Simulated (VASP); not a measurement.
# Ta2Bi2O (P4/mmm) in VASP: further runs

The runs below take Ta2Bi2O through relaxation of cell and atoms, with PBE.

Program: VASP 6.6.1. These are calculated values, not measurements. Logs are shortened: lines on timing, memory, paths and dates and some standing lists are left out, and cuts for length are marked.

## Step 1: The crystal as given

The structure is tetragonal, space group P4/mmm (No. 123). Conventional cell: a = 4.386 Å, b = 4.386 Å, c = 5.494 Å, α = 90.00°, β = 90.00°, γ = 90.00°. Around Ta (site symmetry mmm) lie 2 Bi at 2.19 Å. Bi (site symmetry 4/mmm) has 4 Ta at 2.19 Å as nearest neighbours. Bi (site symmetry 4/mmm) is surrounded by 2 Bi at 2.75 Å and 4 O at 3.10 Å. Around O (site symmetry 4/mmm) lie 4 Bi at 3.10 Å and 8 Ta at 3.52 Å.

The cell was built by a generator and needn't be a form met in nature.

## Step 2: Relaxation of cell and atoms, PBE

INCAR reads:

```
SYSTEM = Ta2Bi2O
PREC     = Normal         ! precision mode
ENCUT    = 520            ! plane-wave cutoff, eV
EDIFF    = 1E-4           ! SCF threshold, eV
ISMEAR   = 0              ! smearing method
SIGMA    = 0.15           ! smearing width, eV
LREAL    = .False.        ! projectors in reciprocal space
LASPH    = .True.         ! aspherical terms in the spheres
NELM     = 60             ! most SCF steps
ALGO     = Fast           ! electronic algorithm
ISIF     = 3              ! what is computed and relaxed
LWAVE    = .False.        ! write WAVECAR
LCHARG   = .False.        ! write CHGCAR
GGA      = PE             ! functional
IBRION   = 2              ! ionic algorithm
NSW      = 24             ! ionic steps
EDIFFG   = -0.08          ! ionic threshold
```

KPOINTS reads:

```
Automatic mesh
0
Gamma
  3 3 3
  0 0 0
```

POSCAR reads:

```
Ta2Bi2O
1.0
    4.3864708800      0.0000000000      0.0000000000
    0.0000000000      4.3864708800      0.0000000000
    0.0000000000      0.0000000000      5.4940677100
Ta Bi O
2 2 1
Direct
    0.0000000000      0.5000000000      0.0000000000
    0.5000000000      0.0000000000      0.0000000000
    0.5000000000      0.5000000000      0.0000000000
    0.5000000000      0.5000000000      0.5000000000
    0.0000000000      0.0000000000      0.5000000000
```

Potentials or basis: VASP PAW PBE potentials, release 64 (Ta_pv, Bi_d, O).

Run with:

```sh
cat potpaw_PBE.64/Ta_pv/POTCAR potpaw_PBE.64/Bi_d/POTCAR potpaw_PBE.64/O/POTCAR > POTCAR
mpirun -np 1 vasp_std > vasp.out
```

OUTCAR:

```text
SYSTEM = Ta2Bi2O
   PREC = Normal
   ENCUT = 520
   EDIFF = 1E-4
   ISMEAR = 0
   LREAL = .False.
   LASPH = .True.
   NELM = 60
   ISIF = 3
   GGA = PE
   IBRION = 2
   NSW = 24
   EDIFFG = -0.08

 ion  position               nearest neighbor table
   1  0.000  0.500  0.000-   3 2.19   3 2.19   2 3.10   2 3.10   2 3.10   2 3.10   4 3.52   4 3.52
                             4 3.52   4 3.52
   2  0.500  0.000  0.000-   3 2.19   3 2.19   1 3.10   1 3.10   1 3.10   1 3.10   4 3.52   4 3.52
                             4 3.52   4 3.52
   3  0.500  0.500  0.000-   1 2.19   2 2.19   2 2.19   1 2.19   4 2.75   4 2.75
   4  0.500  0.500  0.500-   3 2.75   3 2.75   1 3.52   1 3.52   2 3.52   2 3.52   2 3.52   2 3.52
                             1 3.52   1 3.52
   5  0.000  0.000  0.500-

  LATTYP: Found a simple tetragonal cell.
 ALAT       =     4.3864708800
 C/A-ratio  =     1.2525029483

  Lattice vectors:

 A1 = (   4.3864708800,   0.0000000000,   0.0000000000)
 A2 = (   0.0000000000,   4.3864708800,   0.0000000000)
 A3 = (   0.0000000000,   0.0000000000,   5.4940677100)

Analysis of symmetry for initial positions (statically):
=====================================================================
 Subroutine PRICEL returns:
 Original cell was already a primitive cell.

 Routine SETGRP: Setting up the symmetry group for a
 simple tetragonal supercell.

 Subroutine GETGRP returns: Found 16 space group operations
 (whereof 16 operations were pure point group operations)
 out of a pool of 16 trial point group operations.

The static configuration has the point symmetry D_4h.

Analysis of symmetry for dynamics (positions and initial velocities):
=====================================================================
 Subroutine PRICEL returns:
 Original cell was already a primitive cell.

 Routine SETGRP: Setting up the symmetry group for a
 simple tetragonal supercell.

 Subroutine GETGRP returns: Found 16 space group operations
 (whereof 16 operations were pure point group operations)
 out of a pool of 16 trial point group operations.

The dynamic configuration has the point symmetry D_4h.

 Subroutine INISYM returns: Found 16 space group operations
 (whereof 16 operations are pure point group operations),
 and found     1 'primitive' translations

----------------------------------------------------------------------------------------

                                     Primitive cell
[... 83 lines left out ...]
   NFREE  =      1    steps in history (QN), initial steepest desc. (CG)
   ISIF   =      3    stress and relaxation
   ISYM   =      2    0-nonsym 1-usesym 2-fastsym
   POTIM  = 0.5000    time-step for ionic-motion
   TEBEG  =    0.0;   TEEND  =   0.0 temperature during run
   PSTRESS=    0.0 pullay stress
   NELECT =      58.0000    total number of electrons
   NUPDOWN=      -1.0000    fix difference up-down
   EMIN   =  10.00;   EMAX   =-10.00  energy-range for DOS
   EFERMI =   0.00;   METHOD = LEGACY
   ISMEAR =     0;   SIGMA  =   0.15  broadening in eV -4-tet -1-fermi 0-gaus
   EFERMI_NEDOS =   21; number of points for ismear=-14 and -15
   IALGO  =     68    algorithm
   IMIX   =      4    mixing-type and parameters
     AMIX     =   0.40;   BMIX     =  1.00
     AMIX_MAG =   1.60;   BMIX_MAG =  1.00
  volume/ion in A,a.u.               =      21.14       142.68
  Fermi-wavevector in a.u.,A,eV,Ry     =   1.340220  2.532648 24.438632  1.796189
  Thomas-Fermi vector in A             =   2.468550
   LORBIT       =      0    0 simple, 1 ext, 2 COOP (PROOUT), +10 PAW based schemes
   GGA     = PE    functional components
   LHFCALC =     F    Hartree Fock is set to
   AEXX    =    0.0000 exact exchange contribution
   IVDW    =     0    specifies the selected vdW correction
   LEPSILON=     F    determine dielectric tensor
   LRPA    =     F    only Hartree local field effects (RPA)
 conjugate gradient relaxation of ions
 non-spin polarized calculation
 RMM-DIIS sequential band-by-band and
 Gauss-broadening in eV      SIGMA  =   0.15
  energy-cutoff  :      520.00
  volume of cell :      105.71
 maximum number of plane-waves:      2858
   NGX = 17   NGY = 17   NGZ = 21

--------------------------------------- Ionic step        1  -------------------------------------------

 number of electron      57.9999871 magnetization

 Free energy of the ion-electron system (eV)
  ---------------------------------------------------
  ext. energy  EPLUGINS =         0.00000000
  ---------------------------------------------------
  free energy    TOTEN  =       -14.10090792 eV

  energy without entropy =      -14.02665657  energy(sigma->0) =      -14.06378225

 E-fermi :   6.4835     XC(G=0): -10.9282

 val. band max:        6.4369580365   @ k =   0.3333   0.3333   0.3333
 cond. band min:       6.5301735331   @ k =   0.3333   0.3333   0.0000
 fundamental gap:      0.0932154966
 Fermi energy:         6.4835122072
[... 488 lines left out ...]
     33      -0.6587      0.12354
     34      -0.4390      0.00031

------------------------ aborting loop EDIFF was not reached (unconverged)  ----------------------------

  FORCE on cell =-STRESS in cart. coord.  units (eV):
  Direction    XX          YY          ZZ          XY          YZ          ZX
  --------------------------------------------------------------------------------------
  -------------------------------------------------------------------------------------
  Total      -31.2865033    -31.2865033     -9.0548254      0.0000000     -0.0000000      0.0000000
  in kB     -161.6488040   -161.6488040    -46.7838057      0.0000000     -0.0000000      0.0000000
  external PRESSURE =    -123.3604713 kB  Pullay stress =       0.0000000 kB
[... 59 lines left out ...]
  FREE ENERGIE OF THE ION-ELECTRON SYSTEM (eV)
  ---------------------------------------------------
  free  energy   TOTEN  =       -23.0720061473 eV

  energy  without entropy=      -22.9359890661  energy(sigma->0) =      -23.00399761

[... ionic steps 4 to 10 ...]

--------------------------------------- Ionic step       11  -------------------------------------------

 number of electron      57.9999867 magnetization

------------------------ aborting loop because EDIFF is reached ----------------------------------------
[... 73 lines left out ...]
--------------------------------------- Ionic step       13  -------------------------------------------

 number of electron      57.9999903 magnetization

 Free energy of the ion-electron system (eV)
  ---------------------------------------------------
  ext. energy  EPLUGINS =         0.00000000
  ---------------------------------------------------
  free energy    TOTEN  =       -23.52198448 eV

  energy without entropy =      -23.39641442  energy(sigma->0) =      -23.45919945

 E-fermi :   3.0155     XC(G=0):  -9.1058

 val. band max:        2.9897085501   @ k =   0.0000   0.0000   0.0000
 cond. band min:       3.0197203665   @ k =   0.3333   0.3333   0.3333
 fundamental gap:      0.0300118165
 Fermi energy:         3.0154596407
[... 252 lines left out ...]
  FREE ENERGIE OF THE ION-ELECTRON SYSTEM (eV)
  ---------------------------------------------------
  free  energy   TOTEN  =       -23.5219844780 eV

  energy  without entropy=      -23.3964144201  energy(sigma->0) =      -23.45919945

 reached required accuracy - stopping structural energy minimisation
```

OSZICAR:

```text
N       E                     dE             d eps       ncg     rms          rms(c)
DAV:   1     0.712623486531E+03    0.71262E+03   -0.32151E+04   416   0.204E+03
DAV:   2     0.592729376832E+02   -0.65335E+03   -0.64566E+03   416   0.560E+02
DAV:   3    -0.136571345297E+02   -0.72930E+02   -0.71255E+02   498   0.187E+02
[... 204 lines left out ...]
RMM:   2    -0.237483062989E+02   -0.20277E+00   -0.17286E-01   466   0.208E+00    0.650E+00
RMM:   3    -0.235196220123E+02    0.22868E+00   -0.72261E-02   445   0.101E+00    0.353E-01
RMM:   4    -0.235219437086E+02   -0.23217E-02   -0.17315E-02   513   0.938E-01    0.203E-01
RMM:   5    -0.235219712061E+02   -0.27498E-04   -0.29989E-03   505   0.271E-01    0.636E-02
RMM:   6    -0.235219844780E+02   -0.13272E-04   -0.54267E-04   332   0.131E-01
  13 F= -.23521984E+02 E0= -.23459199E+02  d E =-.263047E-02
```

Wall time 2.1 min (1 thread of Intel Xeon Platinum 8488C (Sapphire Rapids), shared host); peak memory 0.17 GiB.

Results:

- Free energy: -23.5220 eV
- Relaxed volume: 31.59 Å³/atom
- Relaxed cell: a = 5.205 Å, b = 5.205 Å, c = 5.831 Å, α = 90.00°, β = 90.00°, γ = 90.00°
- Space group after relaxing (to 0.05 Å): P4/mmm (No. 123)
- Energy gained by relaxing: 1884.2 meV/atom
- Ionic steps: 13
- Pressure after relaxing: 0.2 GPa
- Band gap on the k mesh: none (metal or under the smearing width)

The path:
```csv
step,energy change (eV),largest force (eV/Å),pressure (GPa),volume (Å³)
1,0.0000,0.0000,70.78,105.71
2,1.6705,0.0000,-12.34,310.10
3,-8.9711,0.0000,-5.53,173.17
4,-9.2920,0.0000,-3.12,164.02
5,-9.3897,0.0000,1.73,152.97
6,-9.4023,0.0000,0.72,155.52
7,-9.4005,0.0000,0.31,156.63
8,-9.4183,0.0000,-0.45,158.87
9,-9.4183,0.0000,-0.56,159.28
10,-9.4184,0.0000,-0.59,159.09
11,-9.4184,0.0000,-0.54,158.98
12,-9.4195,0.0000,0.29,157.11
13,-9.4211,0.0000,0.16,157.93
```

Final structure:
```yaml
crystal:
  lattice:
    - [5.20457, 0.00000, 0.00000]
    - [0.00000, 5.20457, 0.00000]
    - [0.00000, 0.00000, 5.83050]
  atoms:
    - { symbol: Ta, position: [0.00000, 0.50000, 0.00000] }
    - { symbol: Ta, position: [0.50000, 0.00000, 0.00000] }
    - { symbol: Bi, position: [0.50000, 0.50000, 0.00000] }
    - { symbol: Bi, position: [0.50000, 0.50000, 0.50000] }
    - { symbol: O, position: [0.00000, 0.00000, 0.50000] }
```

Caveat: the k mesh is coarse (spacing up to 0.48 Å⁻¹), so the values aren't converged; the volume moved by over 15 % at a fixed basis, so the end points are rough; spin-orbit coupling is left out, which moves the levels of the heavy elements; the relaxation stopped at a loose force limit of 0.08 eV/Å, so its end isn't a converged minimum.

## Step 3: Relaxation of cell and atoms, PBE

This run uses another cell than the first one, of 19.91 Å³/atom, 0.942 times its volume.

INCAR is that of step 2.

KPOINTS reads:

```
Automatic mesh
0
Gamma
  4 4 2
  0 0 0
```

POSCAR reads:

```
Ta2Bi2O
1.0
    3.8000000000      0.0000000000      0.0000000000
   -1.9000000000      3.2908965300      0.0000000000
    0.0000000000      0.0000000000      7.9600000000
Ta Bi O
2 2 1
Direct
    0.6666666700      0.3333333300      0.8400000000
    0.3333333300      0.6666666700      0.1600000000
    0.3333333300      0.6666666700      0.6200000000
    0.6666666700      0.3333333300      0.3800000000
    0.0000000000      0.0000000000      0.0000000000
```

Potentials or basis: VASP PAW PBE potentials, release 64 (Ta_pv, Bi_d, O).

Run with:

```sh
cat potpaw_PBE.64/Ta_pv/POTCAR potpaw_PBE.64/Bi_d/POTCAR potpaw_PBE.64/O/POTCAR > POTCAR
mpirun -np 1 vasp_std > vasp.out
```

OUTCAR:

```text
SYSTEM = Ta2Bi2O
   PREC = Normal
   ENCUT = 520
   EDIFF = 1E-4
   ISMEAR = 0
   LREAL = .False.
   LASPH = .True.
   NELM = 60
   ISIF = 3
   GGA = PE
   IBRION = 2
   NSW = 24
   EDIFFG = -0.08

 ion  position               nearest neighbor table
   1  0.667  0.333  0.840-   5 2.54   5 2.54   5 2.54   3 2.81   3 2.81   3 2.81   2 3.36   2 3.36
                             2 3.36   4 3.66
   2  0.333  0.667  0.160-   5 2.54   5 2.54   5 2.54   4 2.81   4 2.81   4 2.81   1 3.36   1 3.36
                             1 3.36   3 3.66
   3  0.333  0.667  0.620-   1 2.81   1 2.81   1 2.81   4 2.91   4 2.91   4 2.91   2 3.66
   4  0.667  0.333  0.380-   2 2.81   2 2.81   2 2.81   3 2.91   3 2.91   3 2.91   1 3.66
   5  0.000  0.000  0.000-   1 2.54   2 2.54   2 2.54   1 2.54   1 2.54   2 2.54

  LATTYP: Found a hexagonal cell.
 ALAT       =     3.8000000000
 C/A-ratio  =     2.0947368421

  Lattice vectors:

 A1 = (   3.8000000000,   0.0000000000,   0.0000000000)
[... 285 lines left out ...]

--------------------------------------- Ionic step        8  -------------------------------------------

 number of electron      58.0000061 magnetization

------------------------ aborting loop because EDIFF is reached ----------------------------------------
[... 73 lines left out ...]
--------------------------------------- Ionic step       10  -------------------------------------------

 number of electron      58.0000056 magnetization

 Free energy of the ion-electron system (eV)
  ---------------------------------------------------
  ext. energy  EPLUGINS =         0.00000000
  ---------------------------------------------------
  free energy    TOTEN  =       -38.02120204 eV

  energy without entropy =      -37.98209544  energy(sigma->0) =      -38.00164874

 E-fermi :   7.8584     XC(G=0): -11.2279

 val. band max:        7.8337821416   @ k =   0.2500   0.2500   0.5000
 cond. band min:       7.9752923720   @ k =   0.5000   0.0000   0.0000
 fundamental gap:      0.1415102304
 Fermi energy:         7.8583691327

 k-point     1 :       0.0000    0.0000    0.0000
  band No.  band energies     occupation
      1     -27.9918      2.00000
      2     -27.8176      2.00000
      3     -27.8176      2.00000
      4     -27.5410      2.00000
      5     -27.5410      2.00000
      6     -27.2800      2.00000
[... 317 lines left out ...]
  FREE ENERGIE OF THE ION-ELECTRON SYSTEM (eV)
  ---------------------------------------------------
  free  energy   TOTEN  =       -38.0212020389 eV

  energy  without entropy=      -37.9820954417  energy(sigma->0) =      -38.00164874

 reached required accuracy - stopping structural energy minimisation
```

OSZICAR:

```text
N       E                     dE             d eps       ncg     rms          rms(c)
DAV:   1     0.668758852338E+03    0.66876E+03   -0.30950E+04   544   0.206E+03
DAV:   2     0.360857885813E+02   -0.63267E+03   -0.62355E+03   560   0.566E+02
DAV:   3    -0.321394593631E+02   -0.68225E+02   -0.66494E+02   674   0.183E+02
[... 100 lines left out ...]
RMM:   4    -0.380188181057E+02    0.86569E-02   -0.10875E-01   678   0.238E+00    0.252E-01
RMM:   5    -0.380204511966E+02   -0.16331E-02   -0.17381E-02   688   0.972E-01    0.136E-01
RMM:   6    -0.380210348304E+02   -0.58363E-03   -0.48571E-03   664   0.497E-01    0.896E-02
RMM:   7    -0.380211865788E+02   -0.15175E-03   -0.12881E-03   550   0.311E-01    0.262E-02
RMM:   8    -0.380212020389E+02   -0.15460E-04   -0.50837E-04   462   0.178E-01
  10 F= -.38021202E+02 E0= -.38001649E+02  d E =-.494849E-01
```

It took 87 s on 1 thread of Intel Xeon Platinum 8488C (Sapphire Rapids), shared host; peak memory 0.19 GiB.

What came out:

```yaml
Free_energy: -38.0212 eV
Relaxed_volume: 20.79 Å³/atom
Relaxed_cell: a = 3.498 Å, b = 3.498 Å, c = 9.811 Å, α = 90.00°, β = 90.00°, γ = 120.00°
Space_group_after_relaxing_to_0.05_Å: P-3m1 (No. 164)
Energy_gained_by_relaxing: 991.6 meV/atom
Ionic_steps: 10
Pressure_after_relaxing: 0.0 GPa
Largest_force_after_relaxing: 0.076 eV/Å
Band_gap_on_the_k_mesh: none (metal or under the smearing width)
```

Forces in eV/Å, atoms in the order of the input:
```
Ta   0.000  0.000  0.031
Ta   0.000  0.000 -0.031
Bi   0.000  0.000  0.076
Bi   0.000  0.000 -0.076
O    0.000  0.000  0.000
```

Stress tensor (GPa, compression positive):
```
-0.22  0.00  0.00
 0.00 -0.22  0.00
 0.00  0.00  0.34
```

The path:
| step | energy change (eV) | largest force (eV/Å) | pressure (GPa) | volume (Å³) |
| --- | --- | --- | --- | --- |
| 1 | 0.0000 | 4.1214 | 8.47 | 99.54 |
| 2 | -2.3069 | 2.2709 | -11.76 | 115.09 |
| 3 | -2.3510 | 2.1313 | -12.77 | 116.88 |
| 4 | -4.4071 | 2.1037 | -3.98 | 104.39 |
| 5 | -4.7705 | 0.6477 | 6.36 | 98.03 |
| 6 | -4.7746 | 0.8554 | 5.23 | 98.62 |
| 7 | -4.8870 | 1.2745 | 4.72 | 101.58 |
| 8 | -4.9084 | 0.5604 | 4.53 | 100.74 |
| 9 | -4.9159 | 0.5119 | -3.78 | 107.08 |
| 10 | -4.9579 | 0.0757 | -0.03 | 103.97 |

Final structure:
```yaml
crystal:
  lattice:
    - [3.49809, 0.00000, 0.00000]
    - [-1.74905, 3.02944, 0.00000]
    - [0.00000, 0.00000, 9.81115]
  atoms:
    - { symbol: Ta, position: [0.66667, 0.33333, 0.90348] }
    - { symbol: Ta, position: [0.33333, 0.66667, 0.09652] }
    - { symbol: Bi, position: [0.33333, 0.66667, 0.66288] }
    - { symbol: Bi, position: [0.66667, 0.33333, 0.33712] }
    - { symbol: O, position: [0.00000, 0.00000, 0.00000] }
```

Caveat: the k mesh is coarse (spacing up to 0.48 Å⁻¹), so the values aren't converged; spin-orbit coupling is left out, which moves the levels of the heavy elements; the relaxation stopped at a loose force limit of 0.08 eV/Å, so its end isn't a converged minimum.
